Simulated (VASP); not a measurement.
Here is the system:

```yaml
crystal:
  lattice:
    - [-1.92179, 1.92179, 4.30614]
    - [1.92179, -1.92179, 4.30614]
    - [1.92179, 1.92179, -4.30614]
  atoms:
    - { symbol: Ti, position: [0.00000, 0.00000, 0.00000] }
    - { symbol: Al, position: [0.50000, 0.50000, 0.00000] }
    - { symbol: Al, position: [0.75000, 0.25000, 0.50000] }
    - { symbol: Al, position: [0.25000, 0.75000, 0.50000] }
```

Level of theory: PBE GGA, VASP's PBE PAW potentials (set 64) (plane waves; VASP). Run with 400 eV cut-off, 13×13×13 Γ-centred mesh, tetrahedra with Blöchl corrections, potentials Ti_sv Al.

The cores are frozen, which limits the accuracy of field gradients.

Question: Give the principal components of the electric field gradient (V/Å²) and the asymmetry η at each nucleus.

Answer: 
```tsv
atom	Vxx	Vyy	Vzz	η
Ti1	12.3	12.3	-24.7	0.00
Al2	-16.2	-16.2	32.5	0.00
Al3	4.3	4.3	-8.6	0.00
Al4	4.3	4.3	-8.6	0.00
```

The compound is TiAl3 in the sg139 structure. It was relaxed first.
